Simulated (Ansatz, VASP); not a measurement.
## TaN in two plane-wave programs

Wanted: the spread between two codes on one cell, functional and k mesh. The structure shown is the end of the Ansatz relaxation below.

Calculated with Ansatz 0.2.0; plane waves, with VASP 6.6.1 beside it; single point at PBEsol.

## (1) The structure

It takes space group P-6m2 (No. 187, hexagonal). The conventional cell has a = 2.910 Å, b = 2.910 Å, c = 2.859 Å, α = 90.00°, β = 90.00°, γ = 120.00°. Nearest to Ta lie 6 N at 2.21 Å. Nearest to N lie 6 Ta at 2.21 Å. Farther neighbours and most contacts between anions are not listed.

As a file:

```cif
data_structure
_symmetry_space_group_name_H-M 'P-6m2'
_symmetry_Int_Tables_number 187
_cell_length_a 2.9099
_cell_length_b 2.9099
_cell_length_c 2.8594
_cell_angle_alpha 90.000
_cell_angle_beta 90.000
_cell_angle_gamma 120.000
_cell_volume 20.97
loop_
_atom_site_label
_atom_site_type_symbol
_atom_site_symmetry_multiplicity
_atom_site_Wyckoff_symbol
_atom_site_fract_x
_atom_site_fract_y
_atom_site_fract_z
_atom_site_occupancy
Ta1 Ta 1 a 0.00000 0.00000 0.00000 1
N1 N 1 f 0.66667 0.33333 0.50000 1
```

## (2) Ansatz: relaxation, PBEsol

Ansatz runs on its PAW soft_1 files.

This run makes the geometry at which the two programs are then compared.

File input.yaml:

```yaml
crystal:
  lattice:
    - [2.9237827364, 0.0, 0.0]
    - [-1.4618913682, 2.5320701249, 0.0]
    - [0.0, 0.0, 2.8705704665]
  atoms:
    - { symbol: Ta, position: [0.0, 0.0, 0.0] }
    - { symbol: "N", position: [0.6666666667, 0.3333333333, 0.5] }
kpoints:
  mp_grid: { grid: [17, 17, 15] }
scf:
  occupations: { method: fermi_dirac, width: 0.05 }
hamiltonian:
  xc: pbesol
  pseudopotentials: { kind: paw, azcp: { folder: soft_1 }, xc_functional: pbe }
basis:
  ecutwfc: 600
output:
  forces: true
  stress: true
relax:
  f_tol: 0.005
  max_steps: 70
  cell: { stress_tol: 0.02, p_target: 5 }
```

Started as:

```bash
$ ansatz run input.yaml --threads 3 --pin off --max-ram 5120MiB --backend cpu --events-out ev --progress --plain --runs-dir out
```

Numbers of over 12 decimals in the logs are rounded to 6 here.

Output:

```text
Engine: ansatz 0.2.0, x86_64-unknown-linux-gnu
Pseudopotentials: kind: paw
Pseudopotential: Ta, paw, valence charge 13, recommended cutoff 420 eV (normal), soft_1/Ta.paw.azcp
Pseudopotential: N, paw, valence charge 5, recommended cutoff 420 eV (normal), soft_1/N.paw.azcp
Functional definition: PBEsol
  exchange = pbesol_x
  correlation = pbesol_c
Crystal: 2 atoms, lattice volume = 21.251 Å³
Basis set: ecut = 600 eV, 701 PW (Γ), exchange–correlation on 48×48×48 points (8 copies of the dense FFT grid, shifted against one another)
Bands: 13, of which v1, the nominal top of the filled ones, is band 9 counted from 1 (8 counted from 0)
Symmetry: 12 space group operations
Space group: P-6m2 (ITA 187), of the structure as read, at distance tolerance 2.8e-5 Å
k-points: 264 of 4335 (time reversal used)
Non-local potential: Ta, projectors of the file, l = 0: 3, l = 1: 2, l = 2: 2, l = 3: 1
Non-local potential: N, projectors of the file, l = 0: 2, l = 1: 2, l = 2: 1
PAW form: soft (Blöchl's): semilocal exchange-correlation on the pseudo side does not see the compensation charge
PAW frozen core: Ta, regenerated for the run's functional, and the local potential with it (the file was generated under x = pbe(κ = 0.804, μ = 0.219515), c = pbe(β = 0.066725))
PAW frozen core: N, regenerated for the run's functional, and the local potential with it (the file was generated under x = pbe(κ = 0.804, μ = 0.219515), c = pbe(β = 0.066725))
PAW one-centre angular grid: Ta, 590 points (default); XC on 64 Gauss nodes
PAW one-centre angular grid: N, 110 points (default); XC on 64 Gauss nodes
Initial density: superposition of atomic densities (chi_scale 0.1, normalization cell, long waves kept (reshape's long-wave potential 0.00 eV rms))
Initial wavefunctions: pseudopotential atomic-orbital guess
Functional: x = pbesol(κ = 0.804, μ = 0.123457), c = pbesol(β = 0.046)
SCF iter   1: F=—  HF=-10188.584617 eV  |F-HF|=—  |Δ(HF+E_count)|=         —  Δρ=4.87e-2  dr2=2.78e-1  ethr=3.10e-3  ⟨swp⟩=5.7  Hψ=16778  notcnv=0
preconditioner: auto → none  [metal: Δε(μ)=0.051 eV  Ē_g=11.283 eV  σ=0.050 eV  W_gap=0.25  n_scr=8 (ndim 8)  ℏωp=25.5 eV  f_vac=0.000  D(μ)=0.07/eV (n_scr^D=0)  sad-step TF]
SCF iter   2: F=—  HF=-10188.577148 eV  |F-HF|=—  |Δ(HF+E_count)|=   7.47e-3  Δρ=3.05e-2  dr2=1.21e-1  ethr=1.55e-3  ⟨swp⟩=1.0  Hψ=5544  notcnv=0
SCF iter   3: F=—  HF=-10188.563587 eV  |F-HF|=—  |Δ(HF+E_count)|=   1.36e-2  Δρ=1.67e-3  dr2=2.44e-4  ethr=6.71e-4  ⟨swp⟩=2.9  Hψ=5764  notcnv=0
SCF iter   4: F=—  HF=-10188.563704 eV  |F-HF|=—  |Δ(HF+E_count)|=   1.17e-4  Δρ=4.14e-4  dr2=2.97e-5  ethr=1.36e-6  ⟨swp⟩=2.6  Hψ=5808  notcnv=0
SCF iter   5: F=—  HF=-10188.563695 eV  |F-HF|=—  |Δ(HF+E_count)|=   9.05e-6  Δρ=4.73e-5  dr2=2.65e-7  ethr=1.65e-7  ⟨swp⟩=2.0  Hψ=4574  notcnv=0
SCF iter   6: F=-10188.563695 eV  HF=-10188.563695 eV  |F-HF|=4.91e-10  |Δ(HF+E_count)|=   4.07e-9  Δρ=9.36e-6  dr2=5.22e-9  ethr=5.56e-10  ⟨swp⟩=4.9  Hψ=12389  notcnv=0
SCF 1 converged in 6 iterations: F = -10188.563695 eV  dr2 = 5.22e-9
  greatest PAW one-centre occupation: 0.999 electrons in one spin orbital (limit 2), on the Ta atom at site 0 (counted from 0), in its partial waves of l = 0
relax step   1: F+E_penalty+E_count = -10188.56369531 eV  Δ(F+E_penalty+E_count) = +0.000e0 eV  max|allowed force component| = 5.551e-17 eV/Å  Δτ_max = 0.0000 Å  P = -0.000 GPa  Ω = 21.251 Å³  (6 SCF iters, dr2 threshold 1.00e-7 eV, accepted)
[...]
relax step   2: F+E_penalty+E_count = -10188.55040248 eV  Δ(F+E_penalty+E_count) = +1.329e-2 eV  max|allowed force component| = 1.110e-16 eV/Å  Δτ_max = 0.0000 Å  P = +8.286 GPa  Ω = 20.783 Å³  energy of the carried Pulay correction = +4.492e-5 eV  (6 SCF iters, dr2 threshold 2.00e-7 eV, accepted)
[...]
relax step   3: F+E_penalty+E_count = -10188.55926549 eV  Δ(F+E_penalty+E_count) = -8.863e-3 eV  max|allowed force component| = 0.000e0 eV/Å  Δτ_max = 0.0000 Å  P = +5.065 GPa  Ω = 20.966 Å³  energy of the carried Pulay correction = +2.764e-5 eV  (6 SCF iters, dr2 threshold 2.00e-7 eV, accepted)
[...]
relax step   4: F+E_penalty+E_count = -10188.55935335 eV  Δ(F+E_penalty+E_count) = -8.786e-5 eV  max|allowed force component| = 9.252e-17 eV/Å  Δτ_max = 0.0000 Å  P = +5.002 GPa  Ω = 20.968 Å³  energy of the carried Pulay correction = +2.737e-5 eV  (6 SCF iters, dr2 threshold 2.00e-7 eV, accepted)
[...]
relax step   5: F+E_penalty+E_count = -10188.55932652 eV  Δ(F+E_penalty+E_count) = +2.683e-5 eV  max|allowed force component| = 1.110e-16 eV/Å  Δτ_max = 0.0000 Å  P = +5.002 GPa  Ω = 20.968 Å³  stress off target by 8.23e-3 GPa  SCF on the basis re-selected at this cell (its energy is not comparable with the rows above)  (8 SCF iters)
basis re-selected at this cell: Δ(F+E_penalty+E_count) = +2.683e-5 eV, ΔP = -0.001 GPa vs the last step (what re-selecting the basis moved, of the pressure what is left beyond the Pulay correction that the steps carried, after the strain that the cell walked since its last selection, with what the two solves' SCF thresholds leave and, on support functions, any second-order correction that the steps lacked; it is no m [...]
SCF converged after 8 iterations
Free energy (F): -10188.559327 eV
Harris-Foulkes:  -10188.559327 eV  (|F-HF|=1.82e-12)
Internal energy: -10188.558776 eV  (E = F + TS)
E sigma→0 (E₀):  -10188.559051 eV
Entropy (-TS):   -0.000551 eV (-0.275 meV/atom)
Fermi energy:    20.554784 eV
--- Per-component energies (eV) ---
  E_band       = -45.844550
  E_kinetic    = 524.945464
  E_local      = -572.009029  (includes V_loc(G=0)·N_el)
  E_nonlocal   = 26.527892
  E_hartree    = 205.488572
  E_xc         = -379.559134
  E_vxc        = -310.890902  (∫ρ·V_xc dr)
  E_paw        = -8304.726561  (= ΣΔE_a)
  E_vpaw       = -125.395166  (= ΣTr[D̂ρ^β])
  E_aug_tail   = 0.000046  (compensation charges beyond the density's cutoff)
  E_ewald      = -1689.467838
  E_core_change = 0.241812  (= ΣΔE_core)
  E_smearing   = -0.000551  (= −TS)
  E_closure    = 0.000000  (closes the sum)
  Σ components = -10188.559327   (vs F -10188.559327, Δ=0.00e0)
--- Forces (eV/Å), atoms counted from 1 ---
  atom   1  Ta     0.00000000     0.00000000     0.00000000
  atom   2  N     -0.00000000     0.00000000     0.00000000
  max |Σ_I F_I| component: 6.66e-16 eV/Å
--- Stress (GPa, compression-positive) ---
        4.998155       0.000000      -0.000000
        0.000000       4.998155       0.000000
       -0.000000       0.000000       5.008229
  P = ⅓ Tr σ = 5.0015 GPa (50.015 kbar)
--- Relaxed structure (4 steps of the walk, 4 accepted, 1 SCFs on fresh bases) ---
  F+E_penalty+E_count = -10188.55932652 eV   max|allowed force component| = 1.110e-16 eV/Å   (the final SCF, on the basis selected at the relaxed cell)
  cell:  # Å, volume = 20.9682 Å³
    - [2.909905, 0.0, 0.0]
    - [-1.454953, 2.520052, 0.0]
    - [0.0, 0.0, 2.859385]
  atoms:
    - { symbol: Ta, position: [-3.7007434155248937e-17, 0, 0.0] }
    - { symbol: N, position: [0.666667, 0.333333, 0.5] }
```

In the SCF lines HF is the Harris–Foulkes energy and dr2 the Hartree energy of the density residual, in eV; the loop may stop once dr2 is under the threshold and the program's other checks hold. Hψ counts applications of the Hamiltonian.

## (3) VASP: single point, PBEsol, pair 1

The same cell, functional, mesh and smearing now go to VASP, with its own data sets.

Lines of VASP's logs that name or quote its potential files are left out, and so is its time.

File INCAR:

```
SYSTEM = TaN
PREC = Accurate
ENCUT = 600
EDIFF = 1E-06
NELM = 120
ISMEAR = -1
SIGMA = 0.05
LREAL = .FALSE.
ALGO = Normal
GGA = PS
NBANDS = 14
LASPH = .TRUE.
LORBIT = 11
LWAVE = .FALSE.
LCHARG = .FALSE.
ISIF = 2
GGA_COMPAT = .FALSE.
KPAR = 2
```

File POSCAR:

```
TaN
1.0
    2.9099052224      0.0000000000      0.0000000000
   -1.4549526112      2.5200518452      0.0000000000
    0.0000000000      0.0000000000      2.8593845115
Ta N
1 1
Direct
    0.0000000000      0.0000000000      0.0000000000
    0.6666666667      0.3333333333      0.5000000000
```

File KPOINTS:

```
Automatic mesh
0
Gamma
17 17 15
0 0 0
```

The projector-augmented-wave data sets are Ta_pv and N (PBE family, release 64).

Started as:

```bash
$ mpirun -np 2 vasp_std
```

Output:

```text
[banner, memory and clock lines left out]
running    2 mpi-ranks, on    1 nodes
 distrk:  each k-point on    1 cores,    2 groups
 distr:  one band on    1 cores,    1 groups

 POSCAR found type information on POSCAR TaN
 POSCAR found :  2 types and       2 ions
|                                                                             |
|               ----> ADVICE to this user running VASP <----                  |
|                                                                             |
|     You enforced a specific xc type in the INCAR file but a different       |
|     [... a line on the potential file left out ...]
|     I HOPE YOU KNOW WHAT YOU ARE DOING!                                     |
|                                                                             |

 LDA part: xc-table for (Slater+PW92), standard interpolation
 POSCAR, INCAR and KPOINTS ok, starting setup
 FFT: planning ... GRIDC
 FFT: planning ... GRID_SOFT
 FFT: planning ... GRID
 WAVECAR not read
 entering main loop
       N       E                     dE             d eps       ncg     rms          rms(c)
DAV:   1     0.106108153232E+03    0.10611E+03   -0.95784E+03  7400   0.133E+03
DAV:   2    -0.223325416706E+02   -0.12844E+03   -0.12173E+03  9042   0.347E+02
DAV:   3    -0.260976565398E+02   -0.37651E+01   -0.37370E+01  8694   0.588E+01
DAV:   4    -0.261179876648E+02   -0.20331E-01   -0.20328E-01  8610   0.458E+00
DAV:   5    -0.261181120219E+02   -0.12436E-03   -0.12436E-03  8790   0.333E-01    0.251E+01
DAV:   6    -0.239203452340E+02    0.21978E+01   -0.38735E+00  8844   0.247E+01    0.107E+01
DAV:   7    -0.238372655211E+02    0.83080E-01   -0.36757E-01  9288   0.620E+00    0.734E+00
DAV:   8    -0.238066337903E+02    0.30632E-01   -0.12149E-01 10110   0.337E+00    0.154E+00
DAV:   9    -0.238017006447E+02    0.49331E-02   -0.10632E-02  8280   0.944E-01    0.200E-01
DAV:  10    -0.238016168826E+02    0.83762E-04   -0.55385E-04 10086   0.289E-01    0.142E-01
DAV:  11    -0.238015780424E+02    0.38840E-04   -0.59943E-05  8262   0.816E-02    0.144E-02
DAV:  12    -0.238015780162E+02    0.26200E-07   -0.43871E-06  9702   0.197E-02
   1 F= -.23801578E+02 E0= -.23801295E+02  d E =-.566078E-03
```

OUTCAR, selected parts (step 3):

```text
ion  position               nearest neighbor table
   1  0.000  0.000  0.000-   2 2.21   2 2.21   2 2.21   2 2.21   2 2.21   2 2.21
   2  0.667  0.333  0.500-   1 2.21   1 2.21   1 2.21   1 2.21   1 2.21   1 2.21

  LATTYP: Found a hexagonal cell.
 ALAT       =     2.9099052224
 C/A-ratio  =     0.9826383655

 Subroutine GETGRP returns: Found 12 space group operations
 (whereof 12 operations were pure point group operations)

The static configuration has the point symmetry D_3h.

 Found    264 irreducible k-points:

   k-points           NKPTS =    264   k-points in BZ     NKDIM =    264   number of bands    NBANDS=     14

   dimension x,y,z NGX =    24 NGY =   24 NGZ =   24
   dimension x,y,z NGXF=    48 NGYF=   48 NGZF=   48

   ENCUT  =  600.0 eV  44.10 Ry    6.64 a.u.   5.81  5.81  5.71*2*pi/ulx,y,z

   NELECT =      16.0000    total number of electrons

 k-points in reciprocal lattice and weights: Automatic mesh
   0.00000000  0.00000000  0.00000000       0.000
   0.05882353 -0.00000000  0.00000000       0.001
   0.11764706 -0.00000000  0.00000000       0.001
   0.17647059 -0.00000000  0.00000000       0.001
   0.23529412 -0.00000000  0.00000000       0.001
   0.29411765 -0.00000000  0.00000000       0.001
   0.35294118  0.00000000  0.00000000       0.001
   0.41176471 -0.00000000  0.00000000       0.001
   0.47058824 -0.00000000  0.00000000       0.001
[...]
0.29411765  0.29411765  0.46666667       0.003
   0.35294118  0.29411765  0.46666667       0.003

 average (electrostatic) potential at core
       1 -34.4327       2 -61.4876

 E-fermi :   8.3505

 k-point     1 :       0.0000    0.0000    0.0000
  band No.  band energies     occupation
    ...
      4      -9.5646      2.00000
      5       3.7067      2.00000
      6       3.7067      2.00000
      7       4.0216      2.00000
      8       5.4321      2.00000
      9      10.8167      0.00000
     10      12.1001      0.00000
     11      12.1001      0.00000
     12      12.5174      0.00000
     13      12.5174      0.00000
    ...

 k-point     2 :       0.0588   -0.0000    0.0000
  band No.  band energies     occupation
    ...
      4      -9.4873      2.00000
      5       3.4668      2.00000
      6       3.7650      2.00000
      7       4.1421      2.00000
      8       5.3201      2.00000
      9      11.0957      0.00000
     10      11.9339      0.00000
     11      12.1101      0.00000
     12      12.4776      0.00000
     13      12.6209      0.00000
    ...

 k-point     3 :       0.1176   -0.0000    0.0000
  band No.  band energies     occupation
    ...
      4      -9.2653      2.00000
      5       2.9155      2.00000
      6       3.9302      2.00000
      7       4.4164      2.00000
      8       5.0193      2.00000
      9      11.4666      0.00000
     10      11.8598      0.00000
     11      12.1522      0.00000
     12      12.3658      0.00000
     13      12.8855      0.00000
    ...

  Total        0.7573637      0.7573637      0.7929192      0.0000000      0.0000000      0.0000000
  in kB       57.8700975     57.8700975     60.5868892      0.0000000      0.0000000      0.0000000
  external PRESSURE =      58.7756947 kB  Pullay stress =       0.0000000 kB

  energy-cutoff  :      600.00
  volume of cell :       20.97
      direct lattice vectors                 reciprocal lattice vectors
     2.909905222  0.000000000  0.000000000     0.343653804  0.198408616  0.000000000
    -1.454952611  2.520051845  0.000000000     0.000000000  0.396817233  0.000000000
     0.000000000  0.000000000  2.859384512     0.000000000  0.000000000  0.349725613

 POSITION                                       TOTAL-FORCE (eV/Angst)
 -----------------------------------------------------------------------------------
      0.00000      0.00000      0.00000        -0.000000      0.000000      0.000000
      1.45495      0.84002      1.42969         0.000000     -0.000000      0.000000
 -----------------------------------------------------------------------------------
    total drift:                               -0.000000      0.000000      0.000000

  FREE ENERGIE OF THE ION-ELECTRON SYSTEM (eV)
  ---------------------------------------------------
  free  energy   TOTEN  =       -23.8015780162 eV

  energy  without entropy=      -23.8010119385  energy(sigma->0) =      -23.80129498

 total charge
# of ion       s       p       d       tot
------------------------------------------
    1        0.312   6.284   2.480   9.077
    2        1.220   2.504   0.000   3.724
--------------------------------------------------
tot          1.532   8.788   2.480  12.801

[... 3 further parts left out ...]
```

The run ends at a pressure of 5.88 GPa.

## (4) Side by side

Known differences besides the potentials themselves: the data sets hold 18 valence electrons in Ansatz (on its PAW soft_1 files) and 16 in VASP; Ansatz makes its cores anew for this functional, VASP keeps those of its PBE data sets; Ansatz's pressure holds a Pulay correction, VASP's none. Total energies have different zeros and are not compared.

Compared:

```
      quantity  Ansatz  VASP  difference
pressure (GPa)    5.00  5.88       -0.88
```

## (5) Ansatz: relaxation, PBEsol

This run makes the geometry at which the two programs are then compared. The cell compared in this pair holds 21.49 Å³, against 20.97 Å³ for the pair before.

The structure compared here is the end of the Ansatz relaxation.

input.yaml: that of step 2 with these lines changed.

```diff
@@ -23,2 +23,2 @@
   max_steps: 70
-  cell: { stress_tol: 0.02, p_target: 5 }
+  cell: { stress_tol: 0.02, p_target: -4 }
```

Started as:

```bash
$ ansatz run input.yaml --threads 3 --pin off --max-ram 5120MiB --backend cpu --events-out ev --progress --plain --runs-dir out
```

Output:

```text
[...]
Crystal: 2 atoms, lattice volume = 21.251 Å³
Basis set: ecut = 600 eV, 701 PW (Γ), exchange–correlation on 48×48×48 points (8 copies of the dense FFT grid, shifted against one another)
Bands: 13, of which v1, the nominal top of the filled ones, is band 9 counted from 1 (8 counted from 0)
Symmetry: 12 space group operations
[...]
k-points: 264 of 4335 (time reversal used)
[...]
0.000000      -4.002819      -0.000000
       -0.000000      -0.000000      -4.010969
  P = ⅓ Tr σ = -4.0055 GPa (-40.055 kbar)
--- Relaxed structure (4 steps of the walk, 4 accepted, 1 SCFs on fresh bases) ---
[...]
cell:  # Å, volume = 21.4938 Å³
    - [2.935554, 0.0, 0.0]
    - [-1.467777, 2.542264, 0.0]
    - [0.0, 0.0, 2.880065]
  atoms:
    - { symbol: Ta, position: [-3.700743415524894e-17, 0, 0.0] }
    - { symbol: N, position: [0.666667, 0.333333, 0.5] }
[key lines of the parts left out:]
SCF converged after 8 iterations
Free energy (F): -10188.560636 eV
Fermi energy:    20.002284 eV
```

## (6) VASP: single point, PBEsol, pair 2

The same cell, functional, mesh and smearing now go to VASP, with its own data sets.

INCAR is that of step 3.

File POSCAR:

```
TaN
1.0
    2.9355539910      0.0000000000      0.0000000000
   -1.4677769955      2.5422643304      0.0000000000
    0.0000000000      0.0000000000      2.8800652052
Ta N
1 1
Direct
    0.0000000000      0.0000000000      0.0000000000
    0.6666666667      0.3333333333      0.5000000000
```

KPOINTS is that of step 3.

Started as:

```bash
$ mpirun -np 2 vasp_std
```

Output:

```text
[banner, memory and clock lines left out]
running    2 mpi-ranks, on    1 nodes
[...]
[... a notice as in an earlier step ...]

 LDA part: xc-table for (Slater+PW92), standard interpolation
 POSCAR, INCAR and KPOINTS ok, starting setup
[...]
entering main loop
       N       E                     dE             d eps       ncg     rms          rms(c)
DAV:   1     0.104873195650E+03    0.10487E+03   -0.94815E+03  7392   0.132E+03
DAV:   2    -0.223951919125E+02   -0.12727E+03   -0.12085E+03  9108   0.343E+02
DAV:   3    -0.261226754957E+02   -0.37275E+01   -0.37010E+01  8682   0.583E+01
DAV:   4    -0.261424764022E+02   -0.19801E-01   -0.19798E-01  8562   0.455E+00
[...]
DAV:  10    -0.238064379746E+02    0.91838E-04   -0.53323E-04 10056   0.284E-01    0.145E-01
DAV:  11    -0.238063962854E+02    0.41689E-04   -0.64986E-05  8376   0.831E-02    0.155E-02
DAV:  12    -0.238063963233E+02   -0.37879E-07   -0.45895E-06  9558   0.198E-02
   1 F= -.23806396E+02 E0= -.23806109E+02  d E =-.575590E-03
```

Parts of OUTCAR (step 6):

```text
  Total       -0.4467292     -0.4467292     -0.4165678      0.0000000      0.0000000      0.0000000
  in kB      -33.2998123    -33.2998123    -31.0515427      0.0000000      0.0000000      0.0000000
  external PRESSURE =     -32.5503891 kB  Pullay stress =       0.0000000 kB

 POSITION                                       TOTAL-FORCE (eV/Angst)
 -----------------------------------------------------------------------------------
      0.00000      0.00000      0.00000         0.000000     -0.000000      0.000000
      1.46778      0.84742      1.44003        -0.000000      0.000000      0.000000
 -----------------------------------------------------------------------------------
    total drift:                               -0.000000      0.000000      0.000000

  FREE ENERGIE OF THE ION-ELECTRON SYSTEM (eV)
  ---------------------------------------------------
  free  energy   TOTEN  =       -23.8063963233 eV

  energy  without entropy=      -23.8058207338  energy(sigma->0) =      -23.80610853

[... 1 part as in an earlier step ...]

[... 2 further parts left out ...]
[key lines of the parts left out:]
E-fermi :   8.0935
```

The run ends at a pressure of -3.26 GPa.

(Part 1 of 2 ends here.)

[Lines on the potential files, build, host, timing and source positions are cut from VASP's logs without a mark.]

[Logs are printed without paths, hosts, clocks, repeated set-up lines and the standing remarks that a program may print on its own settings, such as how far it seeks lower states.]

[Hosts, paths, dates, database ids (printed as entryN), source tags and the programs' standing remarks are cut or masked in the printed files.]
